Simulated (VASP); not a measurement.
These are PBEsol GGA, VASP's PBE PAW potentials (set 64) (plane waves; VASP 6.6.1) values and carry that method's errors.

VASP input:

**KPOINTS**
```
Automatic mesh
0
Gamma
7 7 2
0 0 0
```

**INCAR**
```
ISIF=3
ISMEAR=0   # Gaussian
NELM=100   # most electronic steps
LCHARG=.FALSE.
EDIFFG=-0.02   # ionic stop
LWAVE=.FALSE.
ALGO=Normal
EDIFF=1E-6
LMAXMIX=4
LREAL=.FALSE.
NSW=40
LASPH=.TRUE.
SYSTEM=MoTe2
IBRION=2   # conjugate gradients
ENCUT=500
SIGMA=0.05   # width (eV)
GGA=PS   # PBEsol
PREC=Accurate
```

POSCAR:
```
MoTe2
1
    1.7469132991    -3.0257421787     0.0000000000
    1.7469132991     3.0257421787     0.0000000000
   -0.0000000000     0.0000000000    13.9812175885
Te Mo
4 2
Direct
  0.3333330000   0.6666670000   0.8793311766
  0.6666670000   0.3333330000   0.3793311766
  0.6666670000   0.3333330000   0.1206688234
  0.3333330000   0.6666670000   0.6206688234
  0.3333330000   0.6666670000   0.2500000000
  0.6666670000   0.3333330000   0.7500000000
```

POTCAR, in this order: Te Mo_sv (PBE.64 set). Program: vasp_std.

Output of the run:

### OUTCAR
```
 ion  position               nearest neighbor table
   1  0.333  0.667  0.879-   6 2.71   6 2.71   6 2.71   4 3.62
   2  0.667  0.333  0.379-   5 2.71   5 2.71   5 2.71   3 3.62
   3  0.667  0.333  0.121-   5 2.71   5 2.71   5 2.71   2 3.62
   4  0.333  0.667  0.621-   6 2.71   6 2.71   6 2.71   1 3.62
   5  0.333  0.667  0.250-   2 2.71   3 2.71   2 2.71   3 2.71   2 2.71   3 2.71
   6  0.667  0.333  0.750-   1 2.71   4 2.71   1 2.71   4 2.71   1 2.71   4 2.71
  LATTYP: Found a hexagonal cell.
 ALAT       =     3.4938262416
 C/A-ratio  =     4.0016923057
 Subroutine PRICEL returns:
 Original cell was already a primitive cell.
 Subroutine GETGRP returns: Found 24 space group operations
The static configuration has the point symmetry D_3d.
 The point group associated with its full space group is D_6h.
The dynamic configuration has the point symmetry D_3d.
 Subroutine INISYM returns: Found 24 space group operations
 Subroutine IBZKPT returns following result:
 Found     16 irreducible k-points:

 Following reciprocal coordinates:
            Coordinates               Weight
  0.000000  0.000000  0.000000      1.000000
  0.142857 -0.000000  0.000000      6.000000
  0.285714 -0.000000  0.000000      6.000000
  0.428571 -0.000000  0.000000      6.000000
  0.142857  0.142857  0.000000      6.000000
  0.285714  0.142857  0.000000     12.000000
  0.428571  0.142857  0.000000      6.000000
  0.285714  0.285714  0.000000      6.000000
  0.000000  0.000000  0.500000      1.000000
  0.142857 -0.000000  0.500000      6.000000
  0.285714 -0.000000  0.500000      6.000000
  0.428571 -0.000000  0.500000      6.000000
  0.142857  0.142857  0.500000      6.000000
  0.285714  0.142857  0.500000     12.000000
  0.428571  0.142857  0.500000      6.000000
  0.285714  0.285714  0.500000      6.000000
   k-points           NKPTS =     16   k-points in BZ     NKDIM =     16   number of bands    NBANDS=     31
   number of dos      NEDOS =    301   number of ions     NIONS =      6
...
```

**OSZICAR**
```
       N       E                     dE             d eps       ncg     rms          rms(c)
DAV:   1     0.402508684996E+03    0.40251E+03   -0.26780E+04  1144   0.146E+03
DAV:   2    -0.165541238460E+02   -0.41906E+03   -0.41068E+03  1229   0.344E+02
DAV:   3    -0.402044294418E+02   -0.23650E+02   -0.23183E+02  1238   0.686E+01
DAV:   4    -0.408441830574E+02   -0.63975E+00   -0.63704E+00  1236   0.110E+01
DAV:   5    -0.408632491864E+02   -0.19066E-01   -0.19060E-01  1322   0.196E+00    0.235E+01
DAV:   6    -0.399241364655E+02    0.93911E+00   -0.94475E+00  1143   0.153E+01    0.916E+00
DAV:   7    -0.398349400671E+02    0.89196E-01   -0.87612E+00  1106   0.119E+01    0.658E+00
DAV:   8    -0.394023366472E+02    0.43260E+00   -0.18341E+00  1178   0.618E+00    0.338E+00
DAV:   9    -0.394009290039E+02    0.14076E-02   -0.27894E-01  1317   0.232E+00    0.142E+00
DAV:  10    -0.393940313475E+02    0.68977E-02   -0.52731E-02  1200   0.115E+00    0.398E-01
DAV:  11    -0.393941814761E+02   -0.15013E-03   -0.27746E-03  1258   0.261E-01    0.330E-01
DAV:  12    -0.393941156872E+02    0.65789E-04   -0.37133E-04  1168   0.883E-02    0.206E-01
DAV:  13    -0.393940637485E+02    0.51939E-04   -0.12926E-04  1305   0.601E-02    0.116E-01
DAV:  14    -0.393940575240E+02    0.62245E-05   -0.19121E-05  1148   0.181E-02    0.699E-02
DAV:  15    -0.393940556640E+02    0.18600E-05   -0.21920E-06   884   0.799E-03    0.398E-02
DAV:  16    -0.393940539533E+02    0.17107E-05   -0.46154E-06   897   0.870E-03    0.214E-02
DAV:  17    -0.393940535719E+02    0.38139E-06   -0.89417E-07   636   0.458E-03
   1 F= -.39394054E+02 E0= -.39394054E+02  d E =-.393941E+02
```

**OUTCAR**
```
------------------------ aborting loop because EDIFF is reached ----------------------------------------
  FORCE on cell =-STRESS in cart. coord.  units (eV):
  Direction    XX          YY          ZZ          XY          YZ          ZX
  --------------------------------------------------------------------------------------
  Total        0.0151258      0.0151257     -0.0367563     -0.0000000      0.0000000     -0.0000000
  in kB        0.1639643      0.1639643     -0.3984406     -0.0000000      0.0000000     -0.0000000
  external PRESSURE =      -0.0235040 kB  Pullay stress =       0.0000000 kB
  volume of cell :      147.80
      direct lattice vectors                 reciprocal lattice vectors
     1.746913299 -3.025742179  0.000000000     0.286219127 -0.165248713  0.000000000
     1.746913299  3.025742179  0.000000000     0.286219127  0.165248713  0.000000000
     0.000000000  0.000000000 13.981217588     0.000000000  0.000000000  0.071524529
 POSITION                                       TOTAL-FORCE (eV/Angst)
 -----------------------------------------------------------------------------------
      1.74691      1.00858     12.29412         0.000000     -0.000000     -0.013201
      1.74691     -1.00858      5.30351         0.000000      0.000000     -0.013201
      1.74691     -1.00858      1.68710         0.000000      0.000000      0.013201
      1.74691      1.00858      8.67771         0.000000     -0.000000      0.013201
      1.74691      1.00858      3.49530        -0.000000     -0.000000      0.000000
      1.74691     -1.00858     10.48591        -0.000000     -0.000000      0.000000
 -----------------------------------------------------------------------------------
    total drift:                               -0.000246      0.001613     -0.000026
  FREE ENERGIE OF THE ION-ELECTRON SYSTEM (eV)
  ---------------------------------------------------
  free  energy   TOTEN  =       -39.3940535719 eV

  energy  without entropy=      -39.3940535719  energy(sigma->0) =      -39.39405357

 reached required accuracy - stopping structural energy minimisation
```
(Selected blocks of OUTCAR.)

OUTCAR:
```
 val. band max:        8.1490388151   @ k =   0.0000   0.0000   0.0000

 cond. band min:       8.9914939639   @ k =   0.2857   0.1429   0.0000


 Fermi energy:         8.4527012863

 k-point     1 :       0.0000    0.0000    0.0000
  band No.  band energies     occupation
      1     -52.5277      2.00000
      2     -52.5277      2.00000
      3     -26.7378      2.00000
      4     -26.7378      2.00000
      5     -26.5886      2.00000
      6     -26.5886      2.00000
      7     -26.5886      2.00000
      8     -26.5885      2.00000
      9      -4.9579      2.00000
     10      -4.6299      2.00000
     11      -4.0987      2.00000
     12      -3.5850      2.00000
     13       2.1969      2.00000
     14       3.5210      2.00000
     15       4.9588      2.00000
     16       6.3676      2.00000
     17       6.3676      2.00000
     18       6.3825      2.00000
     19       6.3825      2.00000
     20       7.0398      2.00000
     21       7.1607      2.00000
     22       7.1607      2.00000
     23       7.1948      2.00000
     24       7.1949      2.00000
     25       7.8133      2.00000
     26       8.1490      2.00000
     27      11.1759      0.00000
     28      11.1759      0.00000
     29      11.3100      0.00000
     30      11.3108      0.00000
     31      11.4062      0.00000

 k-point     2 :       0.1429   -0.0000    0.0000
  band No.  band energies     occupation
      1     -52.5257      2.00000
      2     -52.5256      2.00000
      3     -26.7318      2.00000
      4     -26.7318      2.00000
      5     -26.6156      2.00000
      6     -26.6155      2.00000
      7     -26.5948      2.00000
      8     -26.5948      2.00000
      9      -4.6636      2.00000
     10      -4.3400      2.00000
     11      -3.8803      2.00000
     12      -3.3942      2.00000
     13       2.5184      2.00000
     14       3.8220      2.00000
     15       4.8230      2.00000
     16       5.7325      2.00000
     17       5.7873      2.00000
...
```

Without a dispersion term in the relaxation, distances and binding between the weakly bound layers, chains or molecules are unreliable, and so is what depends on them. Unless said otherwise, spin-orbit coupling is left out, though it shifts the bands of the heavy elements here.

The compound is MoTe2 in the 2H layered structure. It was relaxed first.
